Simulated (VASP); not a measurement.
```
CELL_PARAMETERS angstrom
      2.90125     0.00000     0.00000
      0.00000     2.90125     0.00000
      0.00000     0.00000     2.90125
ATOMIC_POSITIONS crystal
  Ti 0.00000 0.00000 0.00000
  Co 0.50000 0.50000 0.50000
```

These are PBEsol GGA, VASP's PBE PAW potentials (set 64) (plane waves; VASP) values and carry that method's errors. Numerical set-up: 520 eV cut-off, 12×12×12 Γ-centred mesh, first-order Methfessel-Paxton smearing of 0.10 eV, potentials Ti_sv Co.

Question: Give the stress tensor in GPa (positive for a compressed cell).

Answer: 
```
6.08  0.00  0.00
0.00  6.08  0.00
0.00  0.00  6.08
```
The pressure is its mean diagonal, 6.08 GPa.

The compound is TiCo in the CsCl type structure. This cell is one point of a volume scan, at 0.97 of the reference volume. The run is not spin-polarised, so no magnetic state was tried. The electron count is odd and the run is not spin-polarised, which forces a metal.
